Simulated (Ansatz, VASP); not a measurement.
**Na2Ru in VASP and in Ansatz**

INCAR

```
PREC = Accurate
ENCUT = 520
EDIFF = 1E-6
ISMEAR = 0
SIGMA = 0.1
LREAL = F
LASPH = T
NELM = 60
ALGO = Normal
ISIF = 2
LWAVE = F
LCHARG = T
GGA = PE
LELF = T
LVHAR = T
NBANDS = 21
```

The input KPOINTS:

```
regular mesh
0
Gamma
  6 6 6
```

The input POSCAR:

```
Na2Ru
1.0
    1.5587225550      0.8999288867      6.0351377991
   -1.5587225550      0.8999288867      6.0351377991
    0.0000000000     -1.7998577734      6.0351377991
Na Ru
2 1
Direct
    0.7484000000      0.7484000000      0.7484000000
    0.5849000000      0.5849000000      0.5849000000
    0.0000000000      0.0000000000      0.0000000000
```

Input for Ansatz:

```yaml
crystal:
  lattice:
    - [1.558722555, 0.8999288867, 6.0351377991]
    - [-1.558722555, 0.8999288867, 6.0351377991]
    - [0.0, -1.7998577734, 6.0351377991]
  atoms:
    - { symbol: Na, position: [0.7484, 0.7484, 0.7484] }
    - { symbol: Na, position: [0.5849, 0.5849, 0.5849] }
    - { symbol: Ru, position: [0.0, 0.0, 0.0] }
basis:
  ecutwfc: 420
kpoints:
  mp_grid: { grid: [6, 6, 6] }
hamiltonian:
  xc: pbe
scf:
  occupations: { method: gaussian, width: 0.1 }
  lower_state_search: "off"
output:
  forces: true
  stress: true
  eigenvalues: true
```

Alike in both runs: task single point; functional PBE; k mesh 6 × 6 × 6; occupations gaussian, width 0.1 eV; no spin polarisation.

```csv
,VASP,Ansatz
version,VASP 6.6.1,Ansatz 0.2.0
potentials or method,"VASP PAW PBE potentials, release 64 (Na_pv, Ru_pv)","scalar-relativistic, plane waves, PAW"
plane-wave cutoff (eV),520,420
valence electrons in the cell,28,34
```

```csv
,VASP,Ansatz,Ansatz less VASP
gap on the k mesh at the Fermi level (eV),none,none,-
rms of the force components (eV/Å),2.386,2.348,-0.0377
```

Atom by atom the forces differ by 0.038 eV/Å (rms over components). A gap of «none» marks a metal or a gap that the smearing closes. The two sets of potentials don't hold the same shells in valence.

Caveats: the k mesh is coarse (spacing up to 0.39 Å⁻¹), so the values aren't converged; forces of over 1 eV/Å show positions far from the minimum, so gaps and moduli don't describe the material at rest.
